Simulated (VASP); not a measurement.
A run of VASP 6.6.1 is set up as follows.

The input INCAR:

```
SYSTEM = TaN
  PREC = Accurate
  ENCUT = 900
  EDIFF = 1E-7
  ISMEAR = 0
  SIGMA = 0.02
  LREAL = .FALSE.
  LASPH = .TRUE.
  NELM = 60
  ALGO = Normal
  ISIF = 3
  LWAVE = .FALSE.
  LCHARG = .FALSE.
  GGA = PE
  IBRION = 2
  NSW = 80
  EDIFFG = -0.002
```

KPOINTS

```
Automatic mesh
0
G
  12 12 12
  0 0 0
```

POSCAR

```
TaN
1.0
    0.0000000000      2.2113230000      2.2113230000
    2.2113230000      0.0000000000      2.2113230000
    2.2113230000      2.2113230000      0.0000000000
Ta N
1 1
Direct
    0.5000000000      0.5000000000      0.5000000000
    0.0000000000      0.0000000000      0.0000000000
```

Potentials or basis: VASP PAW PBE potentials, release 64 (Ta_pv, N_h).

Run with:

```bash
$ cat potpaw_PBE.64/Ta_pv/POTCAR potpaw_PBE.64/N_h/POTCAR > POTCAR
$ mpirun -np 1 vasp_std > vasp.out
```

Problem. What does it give for the band gap on the k mesh?

Solution. None (metal or under the smearing width).

Problem. Estimate the relaxed cell.

Solution. a = 3.125 Å, b = 3.125 Å, c = 3.125 Å, α = 60.00°, β = 60.00°, γ = 60.00°.

Problem. Estimate the relaxed volume.

Solution. 10.79 Å³/atom.

Final structure:
```
Ta N
1.0
     0.00000    2.20997    2.20997
     2.20997    0.00000    2.20997
     2.20997    2.20997    0.00000
Ta N
1 1
Direct
  0.50000 0.50000 0.50000
  0.00000 0.00000 0.00000
```

Caveat: the cutoff is under 1.25 times the usual one of these potentials, so pressure, stress and relaxed cells hold a basis-set (Pulay) error. Spin-orbit coupling is left out, which matters for the levels of Ta.
